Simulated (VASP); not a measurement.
```
CELL_PARAMETERS angstrom
      1.71988    -2.97891     0.00000
      1.71988     2.97891     0.00000
      0.00000     0.00000    13.71121
ATOMIC_POSITIONS crystal
  W  0.33333 0.66667 0.25000
  W  0.66667 0.33333 0.75000
  Se 0.33333 0.66667 0.87417
  Se 0.66667 0.33333 0.37417
  Se 0.66667 0.33333 0.12583
  Se 0.33333 0.66667 0.62583
```

These are vdW-DF2, VASP's PBE PAW potentials (set 64) (plane waves; VASP) values and carry that method's errors. Settings: 520 eV cut-off, 8×8×2 Γ-centred mesh, tetrahedra with Blöchl corrections, potentials W_sv Se.

The cores are frozen, which limits the accuracy of field gradients.

Give the principal components of the electric field gradient (V/Å²) and the asymmetry η at each nucleus.

```json
[
 {"atom": "W1", "Vxx": "76.6", "Vyy": "76.6", "Vzz": "-153.1", "η": "0.00"},
 {"atom": "W2", "Vxx": "76.6", "Vyy": "76.6", "Vzz": "-153.1", "η": "0.00"},
 {"atom": "Se3", "Vxx": "31.7", "Vyy": "31.7", "Vzz": "-63.4", "η": "0.00"},
 {"atom": "Se4", "Vxx": "31.7", "Vyy": "31.7", "Vzz": "-63.4", "η": "0.00"},
 {"atom": "Se5", "Vxx": "31.7", "Vyy": "31.7", "Vzz": "-63.4", "η": "0.00"},
 {"atom": "Se6", "Vxx": "31.7", "Vyy": "31.7", "Vzz": "-63.4", "η": "0.00"}
]
```

The compound is WSe2 in the 2H layered structure. It was relaxed first, which changed the volume by +16 %.
